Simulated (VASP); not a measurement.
Crystal: Al4B3P.

```xyz
8
Lattice="3.4692 0.0000 0.0000 -1.7346 3.0044 0.0000 0.0000 0.0000 9.1278" Properties=species:S:1:pos:R:3 pbc="T T T"
Al    1.7346    1.0015    3.2788
Al    1.7346    1.0015    8.0212
Al    0.0000    2.0030    5.8489
Al    0.0000    2.0030    1.1065
B     0.0000    0.0000    0.0000
B     0.0000    0.0000    6.8693
B     0.0000    0.0000    2.2584
P     0.0000    0.0000    4.5639
```

The cell was built by a generator and needn't be a form met in nature.

| Property | Result |
| --- | --- |
| Program | VASP 6.6.1 |
| Task | relaxation of cell and atoms |
| Functional | PBE |
| Potentials or basis | VASP PAW PBE potentials, release 64 (Al, B, P) |
| Cutoff | 520 eV |
| k mesh | 5 × 5 × 2 |
| Occupations | gaussian, width 0.15 eV |
| Spin | no spin polarisation |

At the start: pressure 5.5 GPa; volume 11.89 Å³/atom.

Problem. Where does the relaxation end?

Solution. Over 23 steps the energy falls by 146.3 meV/atom and the volume is 12.77 Å³/atom (+7.4 %); space group P-3m1 (No. 164, to 0.05 Å).

The path:
| step | energy change (eV) | largest force (eV/Å) | pressure (GPa) | volume (Å³) |
| --- | --- | --- | --- | --- |
| 1 | 0.0000 | 1.8210 | 5.50 | 95.14 |
| 2 | -0.4058 | 0.7483 | -2.86 | 100.79 |
| 3 | -0.4058 | 0.7591 | -2.83 | 100.73 |
| 4 | -0.5379 | 0.5925 | -0.43 | 98.77 |
| 5 | -0.5804 | 0.5578 | 2.23 | 96.95 |
| 6 | -0.6634 | 0.5096 | 0.08 | 98.69 |
| 7 | -0.7181 | 0.6288 | -2.60 | 101.32 |
| 8 | -0.6744 | 0.9104 | -7.06 | 106.64 |
| 9 | -0.7399 | 0.7380 | -3.94 | 102.81 |
| 10 | -0.7792 | 0.6910 | -3.72 | 102.71 |
| 11 | -0.8749 | 0.8067 | -2.95 | 102.37 |
| 12 | -0.9324 | 1.2672 | 0.10 | 101.64 |
| 13 | -0.9571 | 1.0796 | -1.51 | 101.97 |
| 14 | -0.9590 | 1.1159 | -1.19 | 101.90 |
| 15 | -1.0167 | 0.9320 | -0.17 | 101.20 |
| 16 | -1.0887 | 0.4249 | 3.44 | 99.13 |
| 17 | -1.1356 | 0.3084 | 1.62 | 100.79 |
| 18 | -1.1427 | 0.2561 | 0.68 | 101.71 |
| 19 | -1.1529 | 0.2414 | 0.03 | 102.24 |
| 20 | -1.1574 | 0.1992 | -0.75 | 102.94 |
| 21 | -1.1641 | 0.1190 | -0.41 | 102.58 |
| 22 | -1.1676 | 0.1415 | 0.16 | 102.05 |
| 23 | -1.1702 | 0.0439 | -0.07 | 102.13 |

Final structure:
```
Al B P
1.0
     3.49992    0.00000    0.00000
    -1.74996    3.03102    0.00000
     0.00000    0.00000    9.62764
Al B P
4 3 1
Direct
  0.66667 0.33333 0.33281
  0.66667 0.33333 0.87684
  0.33333 0.66667 0.66719
  0.33333 0.66667 0.12316
  0.00000 0.00000 0.00000
  0.00000 0.00000 0.81753
  0.00000 0.00000 0.18247
  0.00000 0.00000 0.50000
```

Caveat: the k mesh is coarse (spacing up to 0.42 Å⁻¹), so the values aren't converged.
